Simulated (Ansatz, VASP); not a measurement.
# Cross-check of GaSb between VASP and Ansatz

One calculation is typed for both programs; each brings its own data sets. How far apart do they land? The cell is taken from a series of runs on this material, whose earlier steps may have relaxed, scaled, displaced or heated it; both programs get it as it stands.

Main program and level: Ansatz 0.2.0; plane waves, with VASP 6.6.1 beside it; single point at LDA.

**1. The starting structure**

The structure is cubic, space group F-43m (No. 216). The conventional cell has a = 6.118 Å, b = 6.118 Å, c = 6.118 Å, α = 90.00°, β = 90.00°, γ = 90.00°. Ga has 4 Sb at 2.65 Å nearest. Sb has 4 Ga at 2.65 Å nearest. Farther neighbours are not listed.

**2. VASP: single point, LDA**

With cell and atoms fixed, the geometry can't cause a difference; cores, projectors, grids and the points listed under the comparison can.

Lines of VASP's logs that name or quote its potential files are left out, and so is its time.

Input file INCAR:

```
SYSTEM = GaSb
PREC = Accurate
ENCUT = 500
EDIFF = 1E-06
NELM = 120
ISMEAR = 0
SIGMA = 0.1
LREAL = .FALSE.
ALGO = Normal
GGA = PW92
NBANDS = 15
LORBIT = 11
LWAVE = .FALSE.
LCHARG = .FALSE.
ISIF = 2
LASPH = .TRUE.
GGA_COMPAT = .FALSE.
```

Input file POSCAR:

```
GaSb
1.0
    0.0000000000      3.0590000000      3.0590000000
    3.0590000000      0.0000000000      3.0590000000
    3.0590000000      3.0590000000      0.0000000000
Ga Sb
1 1
Direct
    0.0000000000      0.0000000000      0.0000000000
    0.2500000000      0.2500000000      0.2500000000
```

Input file KPOINTS:

```
Automatic mesh
0
Gamma
6 6 6
0 0 0
```

The projector-augmented-wave data sets are Ga_d and Sb (LDA family, release 64).

Run with:

```bash
> mpirun -np 1 vasp_std
```

Numbers of over 12 decimals in the logs are rounded to 6 here.

The log of the run:

```text
[banner, memory and clock lines left out]
running    1 mpi-ranks, on    1 nodes
 distrk:  each k-point on    1 cores,    1 groups
 distr:  one band on    1 cores,    1 groups

 POSCAR found type information on POSCAR GaSb
 POSCAR found :  2 types and       2 ions
|                                                                             |
|               ----> ADVICE to this user running VASP <----                  |
|                                                                             |
|     You enforced a specific xc type in the INCAR file but a different       |
|     [... a line on the potential file left out ...]
|     I HOPE YOU KNOW WHAT YOU ARE DOING!                                     |
|                                                                             |

 LDA part: xc-table for (Slater(with rela. corr.)+PW92), standard interpolation
 POSCAR, INCAR and KPOINTS ok, starting setup
 FFT: planning ... GRIDC
 FFT: planning ... GRID_SOFT
 FFT: planning ... GRID
 WAVECAR not read
 entering main loop
       N       E                     dE             d eps       ncg     rms          rms(c)
DAV:   1     0.814132017152E+02    0.81413E+02   -0.85021E+03   480   0.144E+03
DAV:   2    -0.221144804531E+01   -0.83625E+02   -0.80662E+02   564   0.305E+02
DAV:   3    -0.862009138244E+01   -0.64086E+01   -0.63342E+01   543   0.680E+01
DAV:   4    -0.874594792577E+01   -0.12586E+00   -0.12584E+00   629   0.107E+01
DAV:   5    -0.874867498938E+01   -0.27271E-02   -0.27270E-02   609   0.137E+00    0.327E+00
DAV:   6    -0.866055175293E+01    0.88123E-01   -0.75659E-02   708   0.438E+00    0.191E+00
DAV:   7    -0.862512208411E+01    0.35430E-01   -0.50632E-02   578   0.176E+00    0.298E-01
DAV:   8    -0.862480395768E+01    0.31813E-03   -0.45894E-03   573   0.813E-01    0.956E-02
DAV:   9    -0.862489361929E+01   -0.89662E-04   -0.34625E-04   624   0.162E-01    0.381E-02
DAV:  10    -0.862488707760E+01    0.65417E-05   -0.16885E-05   621   0.317E-02    0.141E-02
DAV:  11    -0.862488950407E+01   -0.24265E-05   -0.47597E-06   606   0.210E-02    0.507E-03
DAV:  12    -0.862488947732E+01    0.26754E-07   -0.20645E-07   345   0.373E-03
   1 F= -.86248895E+01 E0= -.86245238E+01  d E =-.731421E-03
```

From OUTCAR (step 2):

```text
ion  position               nearest neighbor table
   1  0.000  0.000  0.000-   2 2.65   2 2.65   2 2.65   2 2.65
   2  0.250  0.250  0.250-   1 2.65   1 2.65   1 2.65   1 2.65

  LATTYP: Found a face centered cubic cell.
 ALAT       =     6.1180000000

 Subroutine GETGRP returns: Found 24 space group operations
 (whereof 24 operations were pure point group operations)

The static configuration has the point symmetry T_d .

 Found     16 irreducible k-points:

   k-points           NKPTS =     16   k-points in BZ     NKDIM =     16   number of bands    NBANDS=     15

   dimension x,y,z NGX =    32 NGY =   32 NGZ =   32
   dimension x,y,z NGXF=    64 NGYF=   64 NGZF=   64

   ENCUT  =  500.0 eV  36.75 Ry    6.06 a.u.   7.89  7.89  7.89*2*pi/ulx,y,z

   NELECT =      18.0000    total number of electrons

 k-points in reciprocal lattice and weights: Automatic mesh
   0.00000000  0.00000000  0.00000000       0.005
   0.16666667  0.00000000  0.00000000       0.037
   0.33333333  0.00000000  0.00000000       0.037
   0.50000000  0.00000000  0.00000000       0.019
   0.16666667  0.16666667  0.00000000       0.028
   0.33333333  0.16666667  0.00000000       0.111
   0.50000000  0.16666667  0.00000000       0.111
  -0.33333333  0.16666667  0.00000000       0.111
  -0.16666667  0.16666667  0.00000000       0.056
[...]
-0.33333333  0.33333333  0.16666667       0.111
  -0.33333333  0.50000000  0.16666667       0.056

 average (electrostatic) potential at core
       1 -66.8879       2 -88.6535

 E-fermi :   4.7233

 k-point     1 :       0.0000    0.0000    0.0000
  band No.  band energies     occupation
    ...
      6      -6.8263      2.00000
      7       4.5617      1.97770
      8       4.6921      1.34048
      9       4.6921      1.34048
     10       4.6921      1.34048
     11       7.4380      0.00000
     12       7.4380      0.00000
     13       7.4380      0.00000
     14      10.2915      0.00000
     15      13.2496      0.00000

 k-point     2 :       0.1667    0.0000    0.0000
  band No.  band energies     occupation
    ...
      5     -10.4167      2.00000
      6      -6.5449      2.00000
      7       1.9323      2.00000
      8       4.2890      2.00000
      9       4.2890      2.00000
     10       5.6030      0.00000
     11       7.9764      0.00000
     12       7.9764      0.00000
     13       8.5536      0.00000
     14      11.5609      0.00000
    ...

 k-point     3 :       0.3333    0.0000    0.0000
  band No.  band energies     occupation
    ...
      5     -10.4166      2.00000
      6      -5.7950      2.00000
      7      -0.5287      2.00000
      8       3.7460      2.00000
      9       3.7460      2.00000
     10       5.1772      0.00000
     11       8.4208      0.00000
     12       8.4208      0.00000
     13      10.9949      0.00000
     14      11.5711      0.00000
    ...

  Total       -0.5349626     -0.5349626     -0.5349626      0.0000000      0.0000000      0.0000000
  in kB      -14.9715087    -14.9715087    -14.9715087      0.0000000      0.0000000      0.0000000
  external PRESSURE =     -14.9715087 kB  Pullay stress =       0.0000000 kB

  energy-cutoff  :      500.00
  volume of cell :       57.25
      direct lattice vectors                 reciprocal lattice vectors
     0.000000000  3.059000000  3.059000000    -0.163452109  0.163452109  0.163452109
     3.059000000  0.000000000  3.059000000     0.163452109 -0.163452109  0.163452109
     3.059000000  3.059000000  0.000000000     0.163452109  0.163452109 -0.163452109

 POSITION                                       TOTAL-FORCE (eV/Angst)
 -----------------------------------------------------------------------------------
      0.00000      0.00000      0.00000         0.000000     -0.000000     -0.000000
      1.52950      1.52950      1.52950        -0.000000      0.000000      0.000000
 -----------------------------------------------------------------------------------
    total drift:                                0.000000      0.000000      0.000000

  FREE ENERGIE OF THE ION-ELECTRON SYSTEM (eV)
  ---------------------------------------------------
  free  energy   TOTEN  =        -8.6248894773 eV

  energy  without entropy=       -8.6241580559  energy(sigma->0) =       -8.62452377

 total charge
# of ion       s       p       d       tot
------------------------------------------
    1        0.919   0.769   9.963  11.651
    2        1.138   1.346   0.029   2.513
--------------------------------------------------
tot          2.058   2.115   9.991  14.164

[... 3 further parts left out ...]
```

The k-mesh is coarse for a metal.

The run ends at a pressure of -1.50 GPa.

**3. Ansatz: single point, LDA**

Ansatz runs on its default PAW (the set named soft_2) files.

The same cell, functional (in two slightly different forms), mesh and smearing now go to Ansatz, which takes its cutoff from its data sets.

Input file input.yaml:

```yaml
crystal:
  lattice:
    - [0.0, 3.059, 3.059]
    - [3.059, 0.0, 3.059]
    - [3.059, 3.059, 0.0]
  atoms:
    - { symbol: Ga, position: [0.0, 0.0, 0.0] }
    - { symbol: Sb, position: [0.25, 0.25, 0.25] }
kpoints:
  mp_grid: { grid: [6, 6, 6] }
hamiltonian:
  xc: lda
scf:
  occupations: { method: gaussian, width: 0.1 }
output:
  forces: true
  stress: true
  eigenvalues: true
```

Run with:

```bash
> ansatz run input.yaml --threads 4 --pin off --max-ram 8192MiB --backend cpu --events-out ev --progress --plain --runs-dir out
```

The log of the run:

```text
Engine: ansatz 0.2.0, x86_64-unknown-linux-gnu
Pseudopotentials: kind: paw
Pseudopotential: Ga, paw, valence charge 13, recommended cutoff 420 eV (normal), Ga.paw.azcp
Pseudopotential: Sb, paw, valence charge 15, recommended cutoff 420 eV (normal), Sb.paw.azcp
Functional definition: SPW92
  exchange = slater_x
  correlation = pw_c
Crystal: 2 atoms, lattice volume = 57.249 Å³
Basis set: ecut = 420 eV, 1139 PW (Γ)
Bands: 18, of which v1, the nominal top of the filled ones, is band 14 counted from 1 (13 counted from 0)
Symmetry: 24 space group operations
Space group: F-43m (ITA 216), of the structure as read, at distance tolerance 3.9e-5 Å
k-points: 16 of 216 (time reversal used)
Non-local potential: Ga, projectors of the file, l = 0: 2, l = 1: 2, l = 2: 3, l = 3: 1
Non-local potential: Sb, projectors of the file, l = 0: 2, l = 1: 2, l = 2: 2, l = 3: 2
PAW form: soft (Blöchl's): semilocal exchange-correlation on the pseudo side does not see the compensation charge
PAW frozen core: Ga, regenerated for the run's functional, and the local potential with it (the file was generated under x = pbe(κ = 0.804, μ = 0.219515), c = pbe(β = 0.066725))
PAW frozen core: Sb, regenerated for the run's functional, and the local potential with it (the file was generated under x = pbe(κ = 0.804, μ = 0.219515), c = pbe(β = 0.066725))
PAW one-centre angular grid: Ga, 590 points (default); XC on 64 Gauss nodes
PAW one-centre angular grid: Sb, 590 points (default); XC on 64 Gauss nodes
Initial density: superposition of atomic densities (neutral atoms: chi_scale 0, normalization atom), corrected by the library's trained network
Initial wavefunctions: pseudopotential atomic-orbital guess
Functional: x = slater, c = lda
SCF iter   1: F=—  HF=-10043.013424 eV  |F-HF|=—  |Δ(HF+E_count)|=         —  Δρ=5.42e-3  dr2=7.42e-3  ethr=1.77e-3  ⟨swp⟩=5.9  Hψ=1482  notcnv=0
preconditioner: auto → none  [insulator: Δε(μ)=0.266 eV  Ē_g=14.578 eV  σ=0.100 eV  W_gap=0.67  n_scr=14 (ndim 8)  ℏωp=20.8 eV  f_vac=0.091  D(μ)=0.14/eV (n_scr^D=0)  ε∞_Penn≈3.0]
SCF iter   2: F=—  HF=-10043.009667 eV  |F-HF|=—  |Δ(HF+E_count)|=   3.76e-3  Δρ=2.45e-3  dr2=1.19e-3  ethr=2.65e-5  ⟨swp⟩=2.5  Hψ=602  notcnv=0
SCF iter   3: F=—  HF=-10043.009621 eV  |F-HF|=—  |Δ(HF+E_count)|=   4.54e-5  Δρ=4.32e-4  dr2=1.20e-4  ethr=4.24e-6  ⟨swp⟩=2.9  Hψ=571  notcnv=0
SCF iter   4: F=—  HF=-10043.009585 eV  |F-HF|=—  |Δ(HF+E_count)|=   3.60e-5  Δρ=2.02e-4  dr2=1.43e-5  ethr=4.30e-7  ⟨swp⟩=2.0  Hψ=433  notcnv=0
SCF iter   5: F=—  HF=-10043.009577 eV  |F-HF|=—  |Δ(HF+E_count)|=   8.33e-6  Δρ=3.15e-5  dr2=4.40e-7  ethr=5.12e-8  ⟨swp⟩=2.0  Hψ=431  notcnv=0
SCF iter   6: F=-10043.009577 eV  HF=-10043.009577 eV  |F-HF|=1.51e-9  |Δ(HF+E_count)|=   6.39e-8  Δρ=5.30e-6  dr2=1.32e-8  ethr=3.57e-10  ⟨swp⟩=5.5  Hψ=1337  notcnv=0
SCF 1 converged in 6 iterations: F = -10043.009577 eV  dr2 = 1.32e-8
  greatest PAW one-centre occupation: 0.998 electrons in one spin orbital (limit 2), on the Sb atom at site 1 (counted from 0), in its partial waves of l = 2
SCF converged after 6 iterations
Free energy (F): -10043.009577 eV
Harris-Foulkes:  -10043.009577 eV  (|F-HF|=1.51e-9)
Internal energy: -10043.008857 eV  (E = F + TS)
E sigma→0 (E₀):  -10043.009217 eV
Entropy (-TS):   -0.000719 eV (-0.360 meV/atom)
Fermi energy:    7.424400 eV
--- Per-component energies (eV) ---
  E_band       = -270.258426
  E_kinetic    = 324.839595
  E_local      = -3923.579425  (includes V_loc(G=0)·N_el)
  E_nonlocal   = 793.177705
  E_hartree    = 1800.661257
  E_xc         = -206.540588
  E_vxc        = -155.763698  (∫ρ·V_xc dr)
  E_paw        = -6339.935460  (= ΣΔE_a)
  E_vpaw       = -910.260545  (= ΣTr[D̂ρ^β])
  E_aug_tail   = -0.000107  (compensation charges beyond the density's cutoff)
  E_ewald      = -2493.919138
  E_core_change = 2.287303  (= ΣΔE_core)
  E_smearing   = -0.000719  (= −TS)
  E_closure    = -0.000000  (closes the sum)
  Σ components = -10043.009577   (vs F -10043.009577, Δ=0.00e0)
--- Forces (eV/Å), atoms counted from 1 ---
  atom   1  Ga     0.00000000    -0.00000000    -0.00000000
  atom   2  Sb    -0.00000000    -0.00000000    -0.00000000
  max |Σ_I F_I| component: 5.55e-17 eV/Å
--- Stress (GPa, compression-positive) ---
       -1.645290       0.000000      -0.000000
        0.000000      -1.645290       0.000000
       -0.000000       0.000000      -1.645290
  P = ⅓ Tr σ = -1.6453 GPa (-16.453 kbar)
--- Band table (eV; the first three rows and the last of 16) ---
  k-point 0: bands = [... 10 lower, -4.1443, 7.2136, 7.3939, 7.3939, 7.3939, 10.1626, 10.1626, 10.1626]
  k-point 1: bands = [... 10 lower, -3.8634, 4.6199, 6.9929, 6.9929, 8.2878, 10.7022, 10.7022, 11.2611]
  k-point 2: bands = [... 10 lower, -3.1161, 2.1695, 6.4516, 6.4516, 7.8643, 11.1518, 11.1518, 13.7099]
  k-point 15: bands = [... 10 lower, -1.6854, 0.6452, 4.2062, 4.3800, 9.8950, 10.1547, 13.4197, 13.4511]
```

The column dr2 measures how far the density is from self-consistency, as an energy; F and HF (Harris–Foulkes) agree once it is small.

The run ends at a pressure of -1.65 GPa.

**4. Differences**

Known differences besides the potentials themselves: the data sets hold 28 valence electrons in Ansatz (on its default PAW (the set named soft_2) files) and 18 in VASP; the cutoff is 420 eV in Ansatz and 500 eV in VASP; VASP's log shows a relativistic correction to its local exchange, Ansatz's none. Total energies have different zeros and are not compared.

Compared:

```
      quantity  Ansatz   VASP  difference
pressure (GPa)   -1.65  -1.50       -0.15
```

**5. Summary of results**

- difference in pressure (single point, LDA): -0.15 GPa

**Reading.** The difference in pressure is -0.15 GPa (single point, LDA), within the 1 GPa picked in this series as the mark of a large difference. The data sets hold unlike numbers of valence electrons (28 in Ansatz and 18 in VASP), so part of the differences comes from the potentials. Such differences can come from data sets, numerical settings and the points named under the comparisons, not from the functional's error against experiment.

[Lines on the potential files, build, host, timing and source positions are cut from VASP's logs without a mark.]

[Logs are printed without paths, hosts, clocks, repeated set-up lines and the standing remarks that a program may print on its own settings, such as how far it seeks lower states.]

[Hosts, paths, dates, database ids (printed as entryN), source tags and the programs' standing remarks are cut or masked in the printed files.]
